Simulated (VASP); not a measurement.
Consider the following.

```yaml
crystal:
  lattice:
    - [2.87569, 0.00000, 0.00000]
    - [-1.43784, 2.49042, 0.00000]
    - [0.00000, 0.00000, 7.79148]
  atoms:
    - { symbol: V, position: [0.00000, 0.00000, 0.00000] }
    - { symbol: V, position: [0.00000, 0.00000, 0.50000] }
    - { symbol: Ge, position: [0.33333, 0.66667, 0.25000] }
    - { symbol: Ge, position: [0.66667, 0.33333, 0.75000] }
```

All values below come from PBEsol GGA, VASP's PBE PAW potentials (set 64) (plane waves; VASP). Numerical set-up: 400 eV cut-off, Gaussian smearing of 0.050 eV, potentials V_sv Ge_d.

### Question
Give the energies of bands 19 to 31 at the high-symmetry points, in eV from the Fermi level.

### Answer

```
band       Γ      M      K       A      L      H
----  ------  -----  -----  ------  -----  -----
19    -12.93  -8.08  -6.74  -12.44  -7.75  -6.73
20    -11.78  -7.35  -6.74  -12.44  -7.75  -6.73
21     -6.86  -6.33  -4.55   -5.27  -5.81  -4.17
22     -2.73  -4.98  -4.15   -5.27  -5.81  -4.17
23     -2.34  -3.67  -4.15   -1.05  -2.75  -3.86
24     -0.71  -1.97  -2.80   -1.05  -2.75  -3.86
25     -0.09  -1.84  -2.54    0.03  -1.61  -2.54
26     -0.09  -1.56  -2.54    0.03  -1.61  -2.54
27      0.14  -0.38  -0.77    0.03   0.07  -0.81
28      0.14   0.42  -0.77    0.03   0.07  -0.81
29      0.96   0.72   0.60    1.08   1.48   1.80
30      0.96   2.40   1.13    1.08   1.48   1.80
31      1.23   2.41   1.13    1.08   2.41   1.95
```

It has no gap at this level: it comes out as a metal or semimetal.

The structure was generated: VGe was put into the NiAs type (P6_3/mmc), which need not be its known phase. It was relaxed first, which changed the volume by -17 %. The run is not spin-polarised, so no magnetic state was tried.
